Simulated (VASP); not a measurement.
All values below come from PBE GGA, VASP's PBE PAW potentials (set 64) (plane waves; VASP).

VASP ran on this input.

**INCAR**
```
LWAVE  =  .False.
ENCUT  =  520
LASPH  =  .True.   # aspherical one-centre terms
SYSTEM  =  SnO
ISIF  =  2
LMAXMIX  =  4   # l cut-off of mixed one-centre charges
PREC  =  Accurate
NBANDS  =  21
LCHARG  =  .False.
SIGMA  =  0.05
EDIFF  =  1E-6   # SCF stop (eV)
GGA  =  PE   # PBE
ALGO  =  Normal
NELM  =  100
ISMEAR  =  0   # Gaussian
LREAL  =  .False.
```

File POSCAR:
```
SnO
3.8760
  1.0000000000   0.0000000000   0.0000000000
  0.0000000000   1.0000000000   0.0000000000
  0.0000000000   0.0000000000   1.2736842105
Sn O
2 2
Cart
  0.5000000000   0.0000000000   0.9705473684
  0.0000000000   0.5000000000   0.3031368421
  0.5000000000   0.5000000000   0.0000000000
  0.0000000000   0.0000000000   0.0000000000
```

KPOINTS:
```
Automatic
0
Gamma
 5 5 4
```

POTCAR, in this order: Sn_d O (PBE.64 set). Program: vasp_std.

The resulting files:

**OSZICAR**
```
       N       E                     dE             d eps       ncg     rms          rms(c)
DAV:   1     0.429325346873E+03    0.42933E+03   -0.20772E+04   766   0.285E+03
DAV:   2     0.457699516871E+02   -0.38356E+03   -0.38167E+03   806   0.629E+02
DAV:   3    -0.222324823326E+02   -0.68002E+02   -0.67240E+02   925   0.222E+02
DAV:   4    -0.263517205869E+02   -0.41192E+01   -0.41182E+01   836   0.548E+01
DAV:   5    -0.265319632409E+02   -0.18024E+00   -0.18022E+00  1015   0.105E+01    0.117E+01
DAV:   6    -0.226845525158E+02    0.38474E+01   -0.33124E+01  1246   0.617E+01    0.462E+00
DAV:   7    -0.227363189763E+02   -0.51766E-01   -0.31362E+00   777   0.120E+01    0.278E+00
DAV:   8    -0.227812374639E+02   -0.44918E-01   -0.14710E+00  1142   0.955E+00    0.170E+00
DAV:   9    -0.227127889338E+02    0.68449E-01   -0.64387E-01  1146   0.746E+00    0.278E-01
DAV:  10    -0.227157052979E+02   -0.29164E-02   -0.45956E-02  1012   0.183E+00    0.167E-01
DAV:  11    -0.227155724448E+02    0.13285E-03   -0.41269E-03  1077   0.632E-01    0.404E-02
DAV:  12    -0.227156234175E+02   -0.50973E-04   -0.13015E-03  1127   0.228E-01    0.492E-02
DAV:  13    -0.227155941226E+02    0.29295E-04   -0.31683E-04  1025   0.236E-01    0.811E-03
DAV:  14    -0.227155968559E+02   -0.27333E-05   -0.27940E-05  1051   0.745E-02    0.124E-02
DAV:  15    -0.227155930042E+02    0.38517E-05   -0.21287E-05   842   0.373E-02    0.111E-03
DAV:  16    -0.227155934845E+02   -0.48031E-06   -0.18709E-06   607   0.109E-02
   1 F= -.22715593E+02 E0= -.22715593E+02  d E =-.285829E-13
```

File OUTCAR:
```
------------------------ aborting loop because EDIFF is reached ----------------------------------------
  FORCE on cell =-STRESS in cart. coord.  units (eV):
  Direction    XX          YY          ZZ          XY          YZ          ZX
  --------------------------------------------------------------------------------------
  Total       -0.4011991     -0.4011991     -0.3792972      0.0000000      0.0000000      0.0000000
  in kB       -8.6667738     -8.6667738     -8.1936440      0.0000000      0.0000000      0.0000000
  external PRESSURE =      -8.5090639 kB  Pullay stress =       0.0000000 kB
  volume of cell :       74.17
      direct lattice vectors                 reciprocal lattice vectors
     3.876000000  0.000000000  0.000000000     0.257997936  0.000000000  0.000000000
     0.000000000  3.876000000  0.000000000     0.000000000  0.257997936  0.000000000
     0.000000000  0.000000000  4.936800000     0.000000000  0.000000000  0.202560363
 POSITION                                       TOTAL-FORCE (eV/Angst)
 -----------------------------------------------------------------------------------
      1.93800      0.00000      3.76184         0.000000      0.000000      0.317935
      0.00000      1.93800      1.17496        -0.000000      0.000000     -0.317935
      1.93800      1.93800      0.00000         0.000000     -0.000000     -0.000000
      0.00000      0.00000      0.00000        -0.000000      0.000000     -0.000000
 -----------------------------------------------------------------------------------
    total drift:                                0.000000      0.000000     -0.000000
  FREE ENERGIE OF THE ION-ELECTRON SYSTEM (eV)
  ---------------------------------------------------
  free  energy   TOTEN  =       -22.7155934845 eV

  energy  without entropy=      -22.7155934845  energy(sigma->0) =      -22.71559348
```
(Selected blocks of OUTCAR.)

The compound is SnO in the litharge structure. The cell was not relaxed at this level. The run is one of a series of settings (NBANDS = 21 against the base run), some of them coarse on purpose.
